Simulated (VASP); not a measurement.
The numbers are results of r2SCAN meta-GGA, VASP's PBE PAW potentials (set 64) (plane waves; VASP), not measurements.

A VASP calculation is set up with these files.

INCAR:
```
! general
SYSTEM =Eu
PREC   =Accurate
ENCUT  =480
LREAL  =.FALSE.
LASPH  =.TRUE.

! electronic loop
EDIFF  =1E-7
NELM   =100
ALGO   =Normal
LMAXMIX=6
LMIXTAU=.TRUE.

! smearing
ISMEAR =1
SIGMA  =0.1

! functional
METAGGA=R2SCAN

! ions
ISIF   =2

! output
LWAVE  =.FALSE.
LCHARG =.FALSE.
```

**KPOINTS**
```
Automatic mesh
0
Gamma
10 10 10
0 0 0
```

POSCAR:
```
Eu
2.2372540
 -1.0000001256   1.0000001256   1.0000001256
  1.0000001256  -1.0000001256   1.0000001256
  1.0000001256   1.0000001256  -1.0000001256
Eu
1
Cart
  0.0000000000   0.0000000000   0.0000000000
```

POTCAR, in this order: Eu_2 (PBE.64 set). Program: vasp_std.

The run wrote:

### OSZICAR
```
       N       E                     dE             d eps       ncg     rms          rms(c)
DAV:   1    -0.170194886739E+02   -0.17019E+02   -0.39805E+03   776   0.819E+02
DAV:   2    -0.273850414147E+02   -0.10366E+02   -0.10228E+02   984   0.102E+02
DAV:   3    -0.276106845585E+02   -0.22564E+00   -0.21357E+00  1128   0.111E+01
DAV:   4    -0.276118608495E+02   -0.11763E-02   -0.11761E-02  1072   0.111E+00
DAV:   5    -0.276118723496E+02   -0.11500E-04   -0.11500E-04  1184   0.930E-02    0.811E+00
DAV:   6    -0.270173452620E+02    0.59453E+00   -0.37510E-01   984   0.691E+00    0.435E+00
DAV:   7    -0.272016964480E+02   -0.18435E+00   -0.11031E-01  1128   0.405E+00    0.658E-01
DAV:   8    -0.270592047399E+02    0.14249E+00   -0.60388E-02  1112   0.307E+00    0.779E-02
DAV:   9    -0.271731086402E+02   -0.11390E+00   -0.30044E-02   752   0.176E+00    0.116E-01
DAV:  10    -0.271718986562E+02    0.12100E-02   -0.50139E-04  1376   0.232E-01    0.107E-01
DAV:  11    -0.271762162170E+02   -0.43176E-02   -0.99600E-05   992   0.113E-01    0.104E-01
DAV:  12    -0.271465703617E+02    0.29646E-01   -0.13406E-02   768   0.108E+00    0.296E-01
DAV:  13    -0.271464565519E+02    0.11381E-03   -0.11361E-03   784   0.358E-01    0.190E-01
DAV:  14    -0.271462641049E+02    0.19245E-03   -0.15230E-04  1056   0.101E-01    0.162E-01
DAV:  15    -0.271462797425E+02   -0.15638E-04   -0.61450E-06  1104   0.243E-02    0.127E-01
DAV:  16    -0.271463015654E+02   -0.21823E-04   -0.27465E-05   792   0.543E-02    0.604E-02
DAV:  17    -0.271463224011E+02   -0.20836E-04   -0.51107E-06   752   0.239E-02    0.431E-02
DAV:  18    -0.271463088224E+02    0.13579E-04   -0.32312E-05   768   0.450E-02    0.263E-02
DAV:  19    -0.271463083763E+02    0.44607E-06   -0.42258E-06  1144   0.216E-02    0.744E-03
DAV:  20    -0.271463099635E+02   -0.15872E-05   -0.89623E-07   848   0.918E-03    0.451E-03
DAV:  21    -0.271463068015E+02    0.31621E-05   -0.14266E-06   768   0.126E-02    0.290E-04
DAV:  22    -0.271463070852E+02   -0.28369E-06   -0.82208E-08   816   0.394E-03    0.676E-04
DAV:  23    -0.271463068743E+02    0.21083E-06   -0.30655E-08   560   0.268E-03    0.330E-04
DAV:  24    -0.271463069539E+02   -0.79579E-07   -0.52455E-09   400   0.138E-03
   1 F= -.27146307E+02 E0= -.27146246E+02  d E =-.183794E-03
```

### OUTCAR
```
------------------------ aborting loop because EDIFF is reached ----------------------------------------
  FORCE on cell =-STRESS in cart. coord.  units (eV):
  Direction    XX          YY          ZZ          XY          YZ          ZX
  --------------------------------------------------------------------------------------
  Total       -0.0518902     -0.0518902     -0.0518902      0.0000000      0.0000000     -0.0000000
  in kB       -1.8560504     -1.8560504     -1.8560504      0.0000000      0.0000000     -0.0000000
  external PRESSURE =      -1.8560504 kB  Pullay stress =       0.0000000 kB
  volume of cell :       44.79
      direct lattice vectors                 reciprocal lattice vectors
    -2.237254281  2.237254281  2.237254281     0.000000000  0.223488230  0.223488230
     2.237254281 -2.237254281  2.237254281     0.223488230  0.000000000  0.223488230
     2.237254281  2.237254281 -2.237254281     0.223488230  0.223488230  0.000000000
 POSITION                                       TOTAL-FORCE (eV/Angst)
 -----------------------------------------------------------------------------------
      0.00000      0.00000      0.00000         0.000000      0.000000      0.000000
 -----------------------------------------------------------------------------------
    total drift:                                0.000000      0.000000      0.000000
  FREE ENERGIE OF THE ION-ELECTRON SYSTEM (eV)
  ---------------------------------------------------
  free  energy   TOTEN  =       -27.1463069539 eV

  energy  without entropy=      -27.1461231601  energy(sigma->0) =      -27.14624569
```
(Selected blocks of OUTCAR.)

The 4f electrons are frozen in the core of the lanthanide potential, so 4f levels, which can set the real gap, and their magnetism are missing.

The compound is Eu in the bcc structure. This cell was strained or had an atom moved on purpose.
